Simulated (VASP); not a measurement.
# ZnCdSe2 (space group R3m): computed properties

Method: PBEsol GGA, VASP's PBE PAW potentials (set 64) (plane waves; VASP).

```yaml
space_group: R3m (160)
cell: a = b = 4.1324 Å, c = 20.4234 Å, α = β = 90.00°, γ = 120.00°
volume_per_atom: 25.17 Å³/atom
band gap (over mesh and band path): 0.62 eV
smallest direct gap (over mesh and band path): 0.62 eV
band_edge_character: direct, Γ to Γ
density: 5.54 g/cm³
```

Space group R3m, hexagonal axes (No. 160); a = b = 4.1324 Å, c = 20.4234 Å, α = β = 90.00°, γ = 120.00°

| atom | site | symmetry | x | y | z |
|---|---|---|---|---|---|
| Zn | 3a | 3m | 0.0000 | 0.0000 | 0.4992 |
| Cd | 3a | 3m | 0.0000 | 0.0000 | 0.0019 |
| Se | 3a | 3m | 0.0000 | 0.0000 | 0.1304 |
| Se | 3a | 3m | 0.0000 | 0.0000 | 0.6185 |
(The calculation used a cell of 4 atoms; values per cell refer to that cell.)

The structure comes from a computed database's ZnCdSe2 entry (R3m); how it stands against other phases isn't given here. It was relaxed first, which changed the volume by -6 %. Symmetry was kept, so distortions that lower it aren't found.
